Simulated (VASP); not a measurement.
Crystal: PtSe2.

```
Pt Se
1.0
     3.72400    0.00000    0.00000
    -1.86200    3.22508    0.00000
     0.00000    0.00000    5.06200
Pt Se
1 2
Cartesian
  0.0000 0.0000 0.0000
  0.0000 2.1501 1.2655
  1.8620 1.0750 3.7965
```

- Program: VASP 6.6.1
- Task: relaxation of cell and atoms
- Functional: PBE
- Dispersion: D3(BJ)
- Potentials or basis: VASP PAW PBE potentials, release 64 (Pt, Se)
- Cutoff: 520 eV
- k mesh: 9 × 9 × 6
- Occupations: gaussian, width 0.02 eV
- Spin: no spin polarisation

At the start: pressure 3.5 GPa; volume 20.27 Å³/atom.

Problem. Where does the relaxation end?

Solution. Over 15 steps the energy falls by 16.5 meV/atom and the volume is 19.79 Å³/atom (-2.4 %); space group P-3m1 (No. 164, to 0.05 Å).

The path:
| step | energy change (eV) | largest force (eV/Å) | pressure (GPa) | volume (Å³) |
| --- | --- | --- | --- | --- |
| 1 | 0.0000 | 0.6174 | 3.45 | 60.80 |
| 2 | 0.0309 | 0.3915 | -5.82 | 64.72 |
| 3 | -0.0238 | 0.1843 | -0.60 | 62.30 |
| 4 | -0.0238 | 0.1923 | -0.52 | 62.27 |
| 5 | -0.0292 | 0.1622 | -0.44 | 61.89 |
| 6 | -0.0412 | 0.0667 | -0.11 | 60.74 |
| 7 | -0.0415 | 0.1576 | 0.98 | 58.46 |
| 8 | -0.0458 | 0.0164 | 0.35 | 59.69 |
| 9 | -0.0468 | 0.1429 | -1.29 | 59.93 |
| 10 | -0.0480 | 0.0909 | -0.60 | 59.83 |
| 11 | -0.0496 | 0.0162 | 0.06 | 59.27 |
| 12 | -0.0496 | 0.0019 | -0.05 | 59.37 |
| 13 | -0.0496 | 0.0036 | -0.06 | 59.38 |
| 14 | -0.0496 | 0.0042 | 0.07 | 59.34 |
| 15 | -0.0496 | 0.0002 | 0.00 | 59.36 |

Final structure:
```yaml
crystal:
  lattice:
    - [3.76935, 0.00000, 0.00000]
    - [-1.88468, 3.26436, 0.00000]
    - [0.00000, 0.00000, 4.82442]
  atoms:
    - { symbol: Pt, position: [0.00000, 0.00000, 0.00000] }
    - { symbol: Se, position: [0.33333, 0.66667, 0.26580] }
    - { symbol: Se, position: [0.66667, 0.33333, 0.73420] }
```

Caveat: pairwise dispersion overbinds metals, which lowers pressure and volume.
